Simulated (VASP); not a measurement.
Consider the following.

```xyz
4
Lattice="3.0985 0.0000 0.0000 -1.5492 2.6833 0.0000 0.0000 0.0000 5.1840" Properties=species:S:1:pos:R:3 pbc="T T T"
Co     0.0000     1.7889     0.0107
Co     1.5492     0.8944     2.6027
O      0.0000     1.7889     1.9333
O      1.5492     0.8944     4.5254
```
Starting moments (μB, in the order of the record's atoms Co Co O O): 2.2 2.2 0.3 0.3.

These are PBEsol GGA, VASP's PBE PAW potentials (set 64) (plane waves; VASP 6.6.1) values and carry that method's errors. Numerical set-up: 520 eV cut-off, 13×13×7 Γ-centred mesh, tetrahedra with Blöchl corrections, potentials Co O.

The cores are frozen, which limits the accuracy of field gradients. The moments were started parallel, and other spin orders were not tried in this run.

Question: Give the principal components of the electric field gradient (V/Å²) and the asymmetry η at each nucleus.

Answer: 
```tsv
atom	Vxx	Vyy	Vzz	η
Co1	-7.4	-7.4	14.7	0.00
Co2	-7.4	-7.4	14.7	0.00
O3	2.7	2.6	-5.3	0.00
O4	2.7	2.6	-5.3	0.00
```

The structure was generated: CoO was put into the wurtzite type (P6_3mc), which need not be its known phase. It was relaxed first.
